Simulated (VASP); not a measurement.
Data:

```yaml
crystal:
  lattice:
    - [0.00000, 2.56699, 2.56699]
    - [2.56699, 0.00000, 2.56699]
    - [2.56699, 2.56699, 0.00000]
  atoms:
    - { symbol: Sr, position: [0.00000, 0.00000, 0.00000] }
    - { symbol: O, position: [0.50000, 0.50000, 0.50000] }
```

All values below come from PBEsol GGA with spin-orbit coupling, VASP's PBE PAW potentials (set 64) (plane waves; VASP 6.6.1). Run with 520 eV cut-off, 8×8×8 Γ-centred mesh, Gaussian smearing of 0.050 eV, potentials Sr_sv O.

### Question
Estimate the energy per atom (σ→0), band gap (over mesh and band path) with the smallest direct gap where there is one.

### Answer

```
Property                                               Result
---------------------------------------------  --------------
band gap (over mesh and band path)                    3.13 eV
smallest direct gap (over mesh and band path)         3.20 eV
energy per atom (σ→0)                          -6.364 eV/atom
```

Total energies compare only between runs with the same potentials, cut-off and functional.

The structure comes from a measured SrO entry (Fm-3m) of the Crystallography Open Database, whose conditions weren't checked. It was relaxed first.
